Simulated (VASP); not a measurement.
# What goes wrong when the modes of Te are computed with a bad input, part 2 of 3

Some phonon runs on Te get a fault in the input on purpose. Which of them show, and how? The starting structure is a measured crystal structure from the Crystallography Open Database.

VASP 6.6.1.

## 2. Reference modes (continued)

Level of this step: LDA; plane waves and PAW (Te) (VASP).

OUTCAR, selected parts (step 2):

```text
ion  position               nearest neighbor table
   1  0.713  0.713  0.000-   2 2.91   3 2.91   2 3.31   3 3.31   3 3.31   2 3.31
   2  0.000  0.287  0.667-   1 2.91   3 2.91   1 3.31   1 3.31   3 3.31   3 3.31
   3  0.287  0.000  0.333-   1 2.91   2 2.91   1 3.31   1 3.31   2 3.31   2 3.31

  LATTYP: Found a hexagonal cell.
 ALAT       =     4.2762251308
 C/A-ratio  =     1.3875669300

 Subroutine GETGRP returns: Found  6 space group operations
 (whereof  2 operations were pure point group operations)

The static configuration has the point symmetry C_2 .
 The point group associated with its full space group is D_3 .

 Found     50 irreducible k-points:

   k-points           NKPTS =     50   k-points in BZ     NKDIM =     50   number of bands    NBANDS=     15

   dimension x,y,z NGX =    30 NGY =   30 NGZ =   42
   dimension x,y,z NGXF=    60 NGYF=   60 NGZF=   84

   ENCUT  =  450.0 eV  33.07 Ry    5.75 a.u.   7.40  7.40 10.26*2*pi/ulx,y,z

   NELECT =      18.0000    total number of electrons

 k-points in reciprocal lattice and weights: Automatic mesh
   0.00000000  0.00000000  0.00000000       0.003
   0.12500000  0.00000000  0.00000000       0.016
   0.25000000  0.00000000  0.00000000       0.016
   0.37500000  0.00000000  0.00000000       0.016
   0.50000000  0.00000000  0.00000000       0.008
   0.12500000  0.12500000  0.00000000       0.016
   0.25000000  0.12500000  0.00000000       0.031
   0.37500000  0.12500000  0.00000000       0.031
   0.25000000  0.25000000  0.00000000       0.016
[...]
0.25000000  0.25000000  0.50000000       0.016
   0.37500000  0.25000000  0.50000000       0.016

 average (electrostatic) potential at core
       1 -88.9444       2 -88.9444       3 -88.9444

  Total        0.0028022      0.0028022      0.0018622      0.0000000      0.0000000      0.0000000
  in kB        0.0477796      0.0477796      0.0317520      0.0000000      0.0000000      0.0000000
  external PRESSURE =       0.0424371 kB  Pullay stress =       0.0000000 kB

  energy-cutoff  :      450.00
  volume of cell :       93.97
      direct lattice vectors                 reciprocal lattice vectors
     4.276225131  0.000000000  0.000000000     0.233851112  0.135014002  0.000000000
    -2.138112565  3.703319596  0.000000000     0.000000000  0.270028004  0.000000000
     0.000000000  0.000000000  5.933548577     0.000000000  0.000000000  0.168533212

 POSITION                                       TOTAL-FORCE (eV/Angst)
 -----------------------------------------------------------------------------------
      1.52372      2.63917      0.00000        -0.000262     -0.000453      0.000000
     -0.61439      1.06415      3.95570        -0.000262      0.000453      0.000000
      1.22878      0.00000      1.97785         0.000523      0.000000     -0.000000
 -----------------------------------------------------------------------------------
    total drift:                               -0.000000     -0.000000      0.000000

 MACROSCOPIC STATIC DIELECTRIC TENSOR (including local field effects in DFT)
 ------------------------------------------------------
          75.045125     0.000000     0.000000
           0.000000    75.045125     0.000000
          -0.000000     0.000000   128.983251
 ------------------------------------------------------

 PIEZOELECTRIC TENSOR (including local field effects)  for field in x, y, z        (C/m^2)
          XX          YY          ZZ          XY          YZ          ZX
  --------------------------------------------------------------------------------
  x    -0.54584     0.54584     0.00000     0.00000     0.23710     0.00000
  y     0.00000    -0.00000    -0.00000     0.54584     0.00000    -0.23710
  z     0.00000     0.00000     0.00000    -0.00000     0.00000    -0.00000

 BORN EFFECTIVE CHARGES (including local field effects) (in |e|, cummulative output)
 ---------------------------------------------------------------------------------
 ion    1
    1    -1.96473     3.40301     3.98710
    2     3.40301     1.96473    -2.30195
    3     4.65888    -2.68981    -0.00000
 ion    2
    1    -1.96473    -3.40301    -3.98710
    2    -3.40301     1.96473    -2.30195
    3    -4.65888    -2.68981    -0.00000
 ion    3
    1     3.92946    -0.00000     0.00000
    2    -0.00000    -3.92946     4.60391
    3     0.00000     5.37961    -0.00000

 Eigenvectors and eigenvalues of the dynamical matrix
 ----------------------------------------------------

   1 f  =    3.794128 THz    23.839210 2PiTHz  126.558490 cm-1    15.691246 meV
             X         Y         Z           dx          dy          dz
      1.523724  2.639168  0.000000    -0.042150    0.091378   -0.655669
     -0.614388  1.064152  3.955699    -0.058432   -0.082022    0.730832
      1.228776  0.000000  1.977850     0.099878   -0.009422   -0.075163

   2 f  =    3.794128 THz    23.839210 2PiTHz  126.558490 cm-1    15.691246 meV
             X         Y         Z           dx          dy          dz
      1.523724  2.639168  0.000000    -0.091422   -0.041681   -0.465342
     -0.614388  1.064152  3.955699     0.081978   -0.057962   -0.335155
      1.228776  0.000000  1.977850     0.009378    0.100347    0.800497

   3 f  =    2.889835 THz    18.157368 2PiTHz   96.394517 cm-1    11.951392 meV
             X         Y         Z           dx          dy          dz
      1.523724  2.639168  0.000000    -0.288675   -0.500000    0.000000
     -0.614388  1.064152  3.955699    -0.288675    0.500000   -0.000000
      1.228776  0.000000  1.977850     0.577350    0.000000   -0.000000

   4 f  =    2.671688 THz    16.786709 2PiTHz   89.117909 cm-1    11.049208 meV
             X         Y         Z           dx          dy          dz
      1.523724  2.639168  0.000000    -0.500000    0.288675   -0.000032
     -0.614388  1.064152  3.955699     0.500000    0.288675   -0.000032
      1.228776  0.000000  1.977850    -0.000000   -0.577350   -0.000032

   5 f  =    2.428636 THz    15.259567 2PiTHz   81.010563 cm-1    10.044025 meV
             X         Y         Z           dx          dy          dz
      1.523724  2.639168  0.000000    -0.501123   -0.268836    0.074975
     -0.614388  1.064152  3.955699     0.483097   -0.300095    0.067156
      1.228776  0.000000  1.977850     0.018059    0.567895   -0.142131

   6 f  =    2.428636 THz    15.259567 2PiTHz   81.010563 cm-1    10.044025 meV
             X         Y         Z           dx          dy          dz
      1.523724  2.639168  0.000000    -0.268145    0.501145    0.120832
     -0.614388  1.064152  3.955699    -0.299404   -0.483075   -0.125347
      1.228776  0.000000  1.977850     0.568585   -0.018037    0.004514

   7 f/i=    0.000146 THz     0.000917 2PiTHz    0.004870 cm-1     0.000604 meV
             X         Y         Z           dx          dy          dz
      1.523724  2.639168  0.000000     0.000027   -0.000016   -0.577350
     -0.614388  1.064152  3.955699    -0.000027   -0.000016   -0.577350
      1.228776  0.000000  1.977850    -0.000000    0.000032   -0.577350

   8 f/i=    0.002124 THz     0.013346 2PiTHz    0.070854 cm-1     0.008785 meV
             X         Y         Z           dx          dy          dz
      1.523724  2.639168  0.000000    -0.571680    0.082251    0.000384
     -0.614388  1.064152  3.955699    -0.571606    0.081738   -0.000325
      1.228776  0.000000  1.977850    -0.571199    0.082058   -0.000059

   9 f/i=    0.002124 THz     0.013346 2PiTHz    0.070854 cm-1     0.008785 meV
             X         Y         Z           dx          dy          dz
      1.523724  2.639168  0.000000     0.081780    0.571310    0.000154
     -0.614388  1.064152  3.955699     0.082293    0.571384    0.000255
      1.228776  0.000000  1.977850     0.081973    0.571791   -0.000409

 MACROSCOPIC STATIC DIELECTRIC TENSOR IONIC CONTRIBUTION
 ------------------------------------------------------
          41.810313     0.000000     0.000000
           0.000000    41.810313    -0.000000
           0.000000    -0.000000    44.864457
 ------------------------------------------------------

 ELASTIC MODULI CONTR FROM IONIC RELAXATION (kBar)
 Direction    XX          YY          ZZ          XY          YZ          ZX
 --------------------------------------------------------------------------------
 XX        -183.5065    -58.0340   -155.3898     -0.0000    -92.7914     -0.0000
 YY         -58.0340   -183.5065   -155.3898     -0.0000     92.7914      0.0000
 ZZ        -155.3898   -155.3898   -199.9333     -0.0000     -0.0000     -0.0000
 XY          -0.0000     -0.0000     -0.0000    -62.9649      0.0000    -91.2625
 YZ         -92.7914     92.7914     -0.0000      0.0000   -150.0200     -0.0000
 ZX          -0.0000      0.0000     -0.0000    -91.2625     -0.0000   -145.0632
 --------------------------------------------------------------------------------

 PIEZOELECTRIC TENSOR IONIC CONTR  for field in x, y, z        (C/m^2)
          XX          YY          ZZ          XY          YZ          ZX
  --------------------------------------------------------------------------------
  x    -0.91809     0.91809    -0.00000     0.00000    -0.80903    -0.00000
  y     0.00000    -0.00000     0.00000     0.91809     0.00000     0.79687
  z    -0.00000    -0.00000    -0.00000     0.09530     0.00000     0.00000
```

Energies printed during the response cycles are not total energies of the cell.

Reference: the zone-centre modes are E (2) 126.6, A1 96.4, A2 89.1, E (1) 81.0 cm⁻¹.

## 3. Modes with finite displacements, else as the reference

Against step 2 the input has IBRION = 6, NFREE = 2, POTIM = 0.015, no LEPSILON and no LPEAD (also changed: NSW).

Contents of INCAR:

```
SYSTEM = Te
PREC = Accurate
ENCUT = 450
EDIFF = 1E-08
NELM = 100
ISMEAR = 0
SIGMA = 0.03
LREAL = .FALSE.
ALGO = Normal
GGA = CA
NBANDS = 15
LORBIT = 11
LWAVE = .FALSE.
LCHARG = .FALSE.
KPAR = 4
IBRION = 6
NFREE = 2
POTIM = 0.015
NSW = 1
ISIF = 2
```

Contents of POSCAR:

```
Te
1.0
    4.2762251308      0.0000000000      0.0000000000
   -2.1381125653      3.7033195955      0.0000000000
    0.0000000000      0.0000000000      5.9335485768
Te
3
Direct
    0.7126492623      0.7126492623      0.0000000000
    0.0000000000      0.2873507377      0.6666666667
    0.2873507377      0.0000000000      0.3333333333
```

Contents of KPOINTS:

```
Automatic mesh
0
Gamma
8 8 6
0 0 0
```

PAW data sets: Te (LDA family, release 64).

Started as:

```console
$ mpirun -np 4 vasp_std
```

Log:

```text
[... set-up lines as in an earlier step ...]
 entering main loop
       N       E                     dE             d eps       ncg     rms          rms(c)
[... 13 cycles as in an earlier step ...]
   1 F= -.11412105E+02 E0= -.11412105E+02  d E =-.105105E-10
[...]
2 F= -.11411831E+02 E0= -.11411831E+02  d E =-.432108E-12
[...]
3 F= -.11411848E+02 E0= -.11411848E+02  d E =-.293328E-11
[...]
4 F= -.11411553E+02 E0= -.11411553E+02  d E =-.114647E-11
[...]
5 F= -.11411553E+02 E0= -.11411553E+02  d E =-.114619E-11
 Finite differences progress:
  Degree of freedom:   2/  2
  Displacement:        2/  2
  Total:               4/  4
```

Elapsed: 3.4 min, on 4 MPI ranks of AMD EPYC 7R43, shared host; peak memory 1.5 GiB; 13 min of CPU time.

Parts of OUTCAR (step 3):

```text
  Total       -0.0198059      0.0294894      0.0043421     -0.0138992     -0.0580658     -0.0332190
  in kB       -0.3377055      0.5028166      0.0740361     -0.2369923     -0.9900675     -0.5664098
  external PRESSURE =       0.0797158 kB  Pullay stress =       0.0000000 kB

 POSITION                                       TOTAL-FORCE (eV/Angst)
 -----------------------------------------------------------------------------------
      1.52372      2.63917     -0.01500         0.003921     -0.003998      0.073687
     -0.61439      1.06415      3.95570        -0.000367      0.006483     -0.037837
      1.22878      0.00000      1.97785        -0.003555     -0.002485     -0.035851
 -----------------------------------------------------------------------------------
    total drift:                               -0.000012     -0.000013      0.000068

  FREE ENERGIE OF THE ION-ELECTRON SYSTEM (eV)
  ---------------------------------------------------
  free  energy   TOTEN  =       -11.4115526938 eV

  energy  without entropy=      -11.4115526938  energy(sigma->0) =      -11.41155269

[... 2 parts as in an earlier step ...]

[... 1 further part left out ...]
[key lines of the parts left out:]
E-fermi :   6.9238
```

The last energy, forces and stress in OUTCAR belong to the last displaced cell, not to that of POSCAR.

With finite displacements, else as the reference the modes are E (2) 126.5, A1 96.5, A2 89.1, E (1) 80.9 cm⁻¹; the largest shift is -0.1 cm⁻¹, in E (2), from the reference.

## 4. Modes with a structure that was not relaxed

A slip made on purpose: a structure that was not relaxed. Against step 2 the input has another starting structure (also changed: NELM).

Contents of INCAR:

```
SYSTEM = Te
PREC = Accurate
ENCUT = 450
EDIFF = 1E-08
NELM = 60
ISMEAR = 0
SIGMA = 0.03
LREAL = .FALSE.
ALGO = Normal
GGA = CA
NBANDS = 15
LORBIT = 11
LWAVE = .FALSE.
LCHARG = .FALSE.
KPAR = 4
IBRION = 8
LEPSILON = .TRUE.
LPEAD = .TRUE.
ISIF = 2
```

Contents of POSCAR:

```
Te
1.0
    4.4572000000      0.0000000000      0.0000000000
   -2.2286000000      3.8600484297      0.0000000000
    0.0000000000      0.0000000000      5.9290000000
Te
3
Direct
    0.7367000000      0.7367000000      0.0000000000
    0.0000000000      0.2633000000      0.6666666667
    0.2633000000      0.0000000000      0.3333333333
```

KPOINTS is that of step 3.

Started as:

```console
$ mpirun -np 4 vasp_std
```

Log:

```text
[... set-up lines as in an earlier step ...]
 entering main loop
       N       E                     dE             d eps       ncg     rms          rms(c)
DAV:   1     0.693757047244E+02    0.69376E+02   -0.58962E+03  1500   0.849E+02
DAV:   2    -0.658450919161E+01   -0.75960E+02   -0.72367E+02  1984   0.136E+02
DAV:   3    -0.112999639162E+02   -0.47155E+01   -0.46892E+01  1731   0.387E+01
DAV:   4    -0.113897927134E+02   -0.89829E-01   -0.89806E-01  2324   0.630E+00
[...]
DAV:  11    -0.113349166555E+02    0.17455E-05   -0.60312E-06  1892   0.144E-02    0.456E-03
DAV:  12    -0.113349166156E+02    0.39843E-07   -0.53344E-07  2025   0.428E-03    0.223E-03
DAV:  13    -0.113349166233E+02   -0.77005E-08   -0.39253E-08  1913   0.122E-03
   1 F= -.11334917E+02 E0= -.11334917E+02  d E =-.421434E-16
 Linear response reoptimize wavefunctions to high precision
DAV:   1    -0.113349166212E+02    0.21571E-08   -0.97407E-09  1906   0.608E-04
DAV:   2    -0.113349166212E+02   -0.16598E-10   -0.49631E-10  1156   0.158E-04
 Linear response to external field (no local field effect), progress :
[...]
RMM:  12    -0.474188102103E-01   -0.72091E-08    0.39955E-09 10308   0.107E-05    0.293E-06
 first order change of Fermi-energy   0.32881E-01
 force on displaced ion       1 direction 1 :  -2.814  -0.517  -0.887
 Born effective charge ion    1 direction 1 :  -1.190   1.954   2.219
 Linear response progress:
  Degree of freedom:   2/  2
       N       E                     dE             d eps       ncg     rms          rms(c)
RMM:   1    -0.580911099314E-01   -0.58091E-01    0.42609E-02 14390   0.107E+00
RMM:   2    -0.551002298602E-01    0.29909E-02   -0.30585E-03  9283   0.306E-01    0.214E-01
RMM:   3    -0.549147114330E-01    0.18552E-03   -0.31696E-04  9799   0.852E-02    0.138E-01
RMM:   4    -0.548702704422E-01    0.44441E-04   -0.14693E-05  9996   0.245E-02    0.610E-02
[...]
RMM:   9    -0.548586531292E-01   -0.12841E-06   -0.14661E-08 10553   0.845E-05    0.346E-05
RMM:  10    -0.548587038602E-01   -0.50731E-07    0.57007E-09 10680   0.352E-05    0.662E-06
RMM:  11    -0.548587023205E-01    0.15398E-08    0.54981E-09 10897   0.166E-05    0.221E-06
 first order change of Fermi-energy  -0.24115E-04
 force on displaced ion       1 direction 3 :  -0.885   0.515  -5.643
 Born effective charge ion    1 direction 3 :   1.727  -0.972  -0.004
 Born effective charges drift removed
 Linear response finished
```

Elapsed: 6.5 min, on 4 MPI ranks; peak memory 2.5 GiB; 25 min of CPU time.

From OUTCAR (step 4):

```text
  Total       -0.8763094     -0.8763094     -0.7267783      0.0000000      0.0000000      0.0000000
  in kB      -13.7635893    -13.7635893    -11.4150073      0.0000000      0.0000000      0.0000000
  external PRESSURE =     -12.9807286 kB  Pullay stress =       0.0000000 kB

 POSITION                                       TOTAL-FORCE (eV/Angst)
 -----------------------------------------------------------------------------------
      1.64181      2.84370      0.00000        -0.116528     -0.201833     -0.000000
     -0.58679      1.01635      3.95267        -0.116528      0.201833      0.000000
      1.17358      0.00000      1.97633         0.233057      0.000000     -0.000000
 -----------------------------------------------------------------------------------
    total drift:                               -0.000000     -0.000000      0.000000

 MACROSCOPIC STATIC DIELECTRIC TENSOR (including local field effects in DFT)
 ------------------------------------------------------
          31.385088     0.000000    -0.000000
           0.000000    31.385088     0.000000
          -0.000000     0.000000    50.158050
 ------------------------------------------------------

 MACROSCOPIC STATIC DIELECTRIC TENSOR IONIC CONTRIBUTION
 ------------------------------------------------------
          11.315341    -0.000000    -0.000000
          -0.000000    11.315341    -0.000000
          -0.000000    -0.000000    10.779364
 ------------------------------------------------------

[... 1 part as in an earlier step ...]

[... 1 further part left out ...]
```

With a structure that was not relaxed the modes are E (2) 141.5, A1 120.7, E (1) 84.8, A2 83.1 cm⁻¹; the largest shift is +24.3 cm⁻¹, in A1, from the reference.

[end of part 2 of 3]

[Lines on the potential files, build, host, timing and source positions are cut from VASP's logs without a mark.]

[Logs are printed without paths, hosts, clocks, repeated set-up lines and the standing remarks that a program may print on its own settings, such as how far it seeks lower states.]

[Hosts, paths, dates, database ids (printed as entryN), source tags and the programs' standing remarks are cut or masked in the printed files.]
